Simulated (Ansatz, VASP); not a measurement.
LiP2 in VASP and in Ansatz

```
Li P
1.0
     5.96673    0.00000    0.00000
     0.00000    5.96673    0.00000
     0.00000    0.00000    2.36478
Li P
2 4
Direct
  0.50000 0.50000 0.00000
  0.00000 0.00000 0.00000
  0.86318 0.63682 0.00000
  0.13682 0.36318 0.00000
  0.63682 0.13682 0.00000
  0.36318 0.86318 0.00000
```

Alike in both runs: task single point; functional PBE; k mesh 4 × 4 × 8; occupations gaussian, width 0.1 eV; no spin polarisation.

|  | VASP | Ansatz |
| --- | --- | --- |
| version | VASP 6.6.1 | Ansatz 0.2.0 |
| potentials or method | VASP PAW PBE potentials, release 64 (Li_sv, P) | scalar-relativistic, plane waves, PAW |
| plane-wave cutoff (eV) | 520 | 420 |
| valence electrons in the cell | 26 | 26 |

VASP gave:

- gap on the k mesh at the Fermi level (eV): none
- rms of the force components (eV/Å): 0.727

Q: Estimate Ansatz's values.

A: gap on the k mesh at the Fermi level (eV): none; rms of the force components (eV/Å): 0.709.

Atom by atom the forces differ by 0.018 eV/Å (rms over components). A gap of «none» marks a metal or a gap that the smearing closes. The functional is the same, so the differences come from potentials, cutoffs and numerics.

Caveats: forces of over 1 eV/Å show positions far from the minimum, so gaps and moduli don't describe the material at rest.
